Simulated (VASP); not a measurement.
# KRb2RhF6 in VASP: a series of runs, part 2 of 2

VASP 6.6.1. The steps go on from the part before.

## (3) Single point, PBE

File INCAR:

```
SYSTEM = KRb2RhF6
PREC = Accurate ; ENCUT = 520
EDIFF = 1E-7 ; ISMEAR = -1
SIGMA = 0.05 ; LREAL = .FALSE.
LASPH = .TRUE. ; NELM = 80
ALGO = Fast ; ISIF = 2
LWAVE = .FALSE. ; LCHARG = .FALSE.
GGA = PE ; NBANDS = 53
NELECT = 83.0
```

File KPOINTS:

```
Automatic mesh
0
G
  3 3 3
  0 0 0
```

File POSCAR:

```
KRb2RhF6
1.0
    6.2040180000      0.1925160000      0.0076090000
    0.5114730000      4.8839710000      0.4470100000
   -0.3460960000     -0.0891740000      6.3318140000
K F Rh Rb
1 6 1 2
Direct
    0.3348873980      0.7929069814      0.8013757972
    0.3047556282      0.2887624347      0.9419975727
    0.9272079844      0.7402145243      0.0455473866
    0.5098405056      0.5016027175      0.3956038811
    0.7280248212      0.8330285291      0.7009173637
    0.6480207686      0.3681412015      0.8560826979
    0.3328770457      0.1998292242      0.5231826894
    0.1061033632      0.8463893831      0.2533675407
    0.9467642632      0.4062455258      0.5785277739
    0.5903366814      1.0028883214      0.2649285054
```

Potentials or basis: VASP PAW PBE potentials, release 64 (K_sv, F, Rh_pv, Rb_sv).

On the command line:

```bash
$ cat potpaw_PBE.64/K_sv/POTCAR potpaw_PBE.64/F/POTCAR potpaw_PBE.64/Rh_pv/POTCAR potpaw_PBE.64/Rb_sv/POTCAR > POTCAR
$ mpirun -np 1 vasp_std > vasp.out
```

OUTCAR:

```text
SYSTEM = KRb2RhF6
   PREC = Accurate
   ENCUT = 520
   EDIFF = 1E-7
   ISMEAR = -1
   LREAL = .FALSE.
   LASPH = .TRUE.
   NELM = 80
   ISIF = 2
   GGA = PE
   NELECT = 83.0

 ion  position               nearest neighbor table
   1  0.335  0.793  0.801-   7 2.57   5 2.58   2 2.62   2 2.65   6 2.65   8 3.28  10 3.55   9 3.56
                             9 3.74  10 3.96   9 4.37  10 4.75
   2  0.305  0.289  0.942-   1 2.62   1 2.65  10 2.80   9 3.08
   3  0.927  0.740  0.046-   8 1.83  10 2.80   9 3.49   9 3.64
   4  0.510  0.502  0.396-  10 2.64  10 2.67   9 2.86   9 3.82
   5  0.728  0.833  0.701-   9 2.54   1 2.58  10 2.88   9 3.36  10 3.85
   6  0.648  0.368  0.856-   9 2.64   1 2.65  10 3.12
   7  0.333  0.200  0.523-  10 2.50   9 2.53   1 2.57
   8  0.106  0.846  0.253-   3 1.83   9 3.18  10 3.20  10 3.20   1 3.28   9 3.63
   9  0.947  0.406  0.579-   7 2.53   5 2.54   6 2.64   4 2.86   2 3.08   8 3.18   5 3.36   3 3.49
                             1 3.56   8 3.63   3 3.64   1 3.74  10 3.75  10 3.80   4 3.82   1 4.37
  10  0.590  0.003  0.265-   7 2.50   4 2.64   4 2.67   3 2.80   2 2.80   5 2.88   6 3.12   8 3.20
                             8 3.20   1 3.55   9 3.75   9 3.80   5 3.85   1 3.96   1 4.75   9 4.81

  LATTYP: Found a triclinic cell.
 ALAT       =     9.1092761266
 B/A-ratio  =     0.6813943092
 C/A-ratio  =     1.5292871633
 COS(alpha) =     0.0013359555
 COS(beta)  =     0.6522733566
 COS(gamma) =     0.7188213278

  Lattice vectors:

 A1 = (   6.5501140000,   0.2816900000,  -6.3242050000)
 A2 = (   6.2040180000,   0.1925160000,   0.0076090000)
 A3 = (   0.1807190000,  -4.7056230000, -13.1106380000)

Analysis of symmetry for initial positions (statically):
=====================================================================
 Subroutine PRICEL returns:
 Original cell was already a primitive cell.

 Routine SETGRP: Setting up the symmetry group for a
 triclinic supercell.

 Subroutine GETGRP returns: Found  1 space group operations
 (whereof  1 operations were pure point group operations)
 out of a pool of  2 trial point group operations.

[... 149 lines left out ...]
   LRPA    =     F    only Hartree local field effects (RPA)
 non-spin polarized calculation
 RMM-DIIS sequential band-by-band and
  energy-cutoff  :      520.00
  volume of cell :      191.46
 maximum number of plane-waves:      5176
 NGX is ok and might be reduce to    48
   NGX = 23   NGY = 19   NGZ = 23

 number of electron      83.0000022 magnetization

 Free energy of the ion-electron system (eV)
  ---------------------------------------------------
  ext. energy  EPLUGINS =         0.00000000
  ---------------------------------------------------
  free energy    TOTEN  =       -31.21377056 eV

  energy without entropy =      -30.99633796  energy(sigma->0) =      -31.10505426

 E-fermi :  -2.0189     XC(G=0):  -8.4905

 val. band max:       -2.0228863571   @ k =   0.0000  -0.3333   0.3333
 cond. band min:      -2.0047358255   @ k =   0.0000   0.0000   0.3333
 fundamental gap:      0.0181505316
 Fermi energy:        -2.0188733488

 k-point     1 :       0.0000    0.0000    0.0000
  band No.  band energies     occupation
      1     -48.3669      2.00000
      2     -47.1437      2.00000
      3     -46.9377      2.00000
      4     -28.0481      2.00000
      5     -25.1413      2.00000
      6     -24.9576      2.00000
[... 773 lines left out ...]
     52       8.2828      0.00000
     53       9.0158      0.00000

------------------------ aborting loop because EDIFF is reached ----------------------------------------

  FORCE on cell =-STRESS in cart. coord.  units (eV):
  Direction    XX          YY          ZZ          XY          YZ          ZX
  --------------------------------------------------------------------------------------
  -------------------------------------------------------------------------------------
  Total       -1.6082774     -3.7879938     -1.8705010     -0.7281286      1.0323369     -1.7289248
  in kB      -13.4582560    -31.6983817    -15.6525743     -6.0930663      8.6387177    -14.4678477
  external PRESSURE =     -20.2697373 kB  Pullay stress =       0.0000000 kB

 VOLUME and BASIS-vectors are now :
 -----------------------------------------------------------------------------
  energy-cutoff  :      520.00
  volume of cell :      191.46
      direct lattice vectors                 reciprocal lattice vectors
     6.204018000  0.192516000  0.007609000     0.161725284 -0.017722885  0.008590280
     0.511473000  4.883971000  0.447010000    -0.006370212  0.205185923  0.002541538
    -0.346096000 -0.089174000  6.331814000     0.000255374 -0.014464308  0.157742875

 POSITION                                       TOTAL-FORCE (eV/Angst)
 -----------------------------------------------------------------------------------
      2.20584      3.86554      5.43115         0.517024     -0.274121     -0.136070
      1.71238      1.38498      6.09595        -0.312020     -0.416744      0.530975
      6.11525      3.78963      0.62634         0.121860     -0.243432     -0.164176
      3.28270      2.51269      2.73299        -0.724840      1.006511     -0.328258
      4.70017      4.14614      4.81599         0.269355      0.363106      0.059634
      3.91234      1.84640      5.59005        -0.278326     -0.001981      0.352652
      1.98631      0.99339      3.40455        -0.982429     -0.869648     -0.610142
      1.00348      4.13157      1.98343         1.567309      0.462757      0.386711
      5.88130      2.11477      3.85193        -0.686572     -0.343976      0.470864
      3.57225      0.10413      1.68326         0.508639      0.317528     -0.562188
 -----------------------------------------------------------------------------------
    total drift:                               -0.000197      0.001828      0.002777

  FREE ENERGIE OF THE ION-ELECTRON SYSTEM (eV)
  ---------------------------------------------------
  free  energy   TOTEN  =       -31.2137705625 eV

  energy  without entropy=      -30.9963379556  energy(sigma->0) =      -31.10505426
```

OSZICAR:

```text
N       E                     dE             d eps       ncg     rms          rms(c)
DAV:   1     0.690232963438E+03    0.69023E+03   -0.45604E+04  1596   0.149E+03
DAV:   2     0.623523614912E+01   -0.68400E+03   -0.65179E+03  1719   0.386E+02
DAV:   3    -0.449595476978E+02   -0.51195E+02   -0.50781E+02  1920   0.106E+02
[... 23 lines left out ...]
RMM:  27    -0.312137695840E+02   -0.37733E-06   -0.69277E-06  2473   0.860E-03    0.694E-03
RMM:  28    -0.312137701728E+02   -0.58884E-06   -0.40346E-06  2352   0.583E-03    0.699E-03
RMM:  29    -0.312137703389E+02   -0.16605E-06   -0.24457E-06  2154   0.410E-03    0.399E-03
RMM:  30    -0.312137705315E+02   -0.19261E-06   -0.13262E-06  1733   0.299E-03    0.380E-03
RMM:  31    -0.312137705625E+02   -0.31014E-07   -0.55323E-07  1466   0.215E-03
   1 F= -.31213771E+02 E0= -.31105054E+02  d E =-.217433E+00
```

It took 3.7 min on 1 thread of Intel Xeon Platinum 8559C (Emerald Rapids), shared host; peak memory 0.36 GiB.

What came out:

| Property | Result |
| --- | --- |
| Free energy | -31.2138 eV |
| Largest force | 1.679 eV/Å |
| Band gap on the k mesh | none (metal or under the smearing width) |

Forces on the atoms (eV/Å):
```
K    0.517 -0.274 -0.136
F   -0.312 -0.417  0.531
F    0.122 -0.243 -0.164
F   -0.725  1.007 -0.328
F    0.269  0.363  0.060
F   -0.278 -0.002  0.353
F   -0.982 -0.870 -0.610
Rh   1.567  0.463  0.387
Rb  -0.687 -0.344  0.471
Rb   0.509  0.318 -0.562
```

Levels at points of the mesh, in eV from the Fermi level:
```csv
k point,band 40,band 41,band 42,band 43,band 44,band 45
"(0.00, 0.00, 0.00)",-0.12,-0.03,0.05,0.07,0.41,3.15
```

Caveat: the k mesh is coarse (spacing up to 0.43 Å⁻¹), so the values aren't converged; the cell carries a net charge on a neutralising background, which shifts energy and pressure; the cell is charged against a uniform background, so pressure and absolute levels hang on convention; an odd number of electrons without spin polarisation forces a metal; a magnetic or distorted state may lie lower.

## (4) Single point, PBE

File INCAR:

```
PREC = Accurate
ENCUT = 520
EDIFF = 1E-6
ISMEAR = -1
SIGMA = 0.05
LREAL = False
LASPH = True
NELM = 100
ALGO = Fast
ISIF = 2
LWAVE = False
LCHARG = False
GGA = PE
NBANDS = 53
NELECT = 83.0
```

File KPOINTS:

```
regular mesh
0
Gamma
  3 3 3
```

File POSCAR:

```
KRb2RhF6
1.0
    6.2040180000      0.1925160000      0.0076090000
    0.5114730000      4.8839710000      0.4470100000
   -0.3460960000     -0.0891740000      6.3318140000
K F Rh Rb
1 6 1 2
Direct
    0.3504410766      0.7807220690      0.8008327348
    0.2770930960      0.2724611163      0.9837850188
    0.9494490574      0.7544786226      0.0586700988
    0.4915960659      0.5296881505      0.3601573807
    0.7364220530      0.8360440877      0.6997903755
    0.6843035330      0.3843668290      0.9037367993
    0.2857765478      0.1534766333      0.4740505543
    0.1089136262      0.8433059136      0.2542135792
    0.9459555370      0.4129678274      0.5830003023
    0.5898816008      1.0082404763      0.2643135151
```

On the command line:

```bash
$ cat potpaw_PBE.64/K_sv/POTCAR potpaw_PBE.64/F/POTCAR potpaw_PBE.64/Rh_pv/POTCAR potpaw_PBE.64/Rb_sv/POTCAR > POTCAR
$ mpirun -np 1 vasp_std > vasp.out
```

Wall time 3.2 min (1 thread of Intel Xeon Platinum 8559C (Emerald Rapids), shared host); peak memory 0.37 GiB.

Results (log left out):

| Item | Value |
| --- | --- |
| Free energy | -32.4701 eV |
| Largest force | 8.525 eV/Å |
| Band gap on the k mesh | none (metal or under the smearing width) |

Forces on the atoms (eV/Å):
```
K    0.454 -0.241 -0.052
F   -0.663 -0.592  0.188
F   -3.330 -1.845 -4.575
F   -1.333  1.036 -0.105
F    0.175  0.628  0.126
F   -0.007  0.028  0.167
F   -1.689 -1.976 -1.041
Rh   6.184  2.711  5.204
Rb  -0.811 -0.422  0.594
Rb   1.020  0.674 -0.506
```

Levels at points of the mesh, in eV from the Fermi level:
| k point | band 39 | band 40 | band 41 | band 42 | band 43 | band 44 | band 45 | band 46 |
| --- | --- | --- | --- | --- | --- | --- | --- | --- |
| (0.00, 0.00, 0.00) | -0.21 | -0.11 | -0.03 | 0.03 | 0.09 | 0.65 | 4.35 | 7.56 |

Caveat: the k mesh is coarse (spacing up to 0.43 Å⁻¹), so the values aren't converged; the cell carries a net charge on a neutralising background, which shifts energy and pressure; the cell is charged against a uniform background, so pressure and absolute levels hang on convention; an odd number of electrons without spin polarisation forces a metal; a magnetic or distorted state may lie lower.
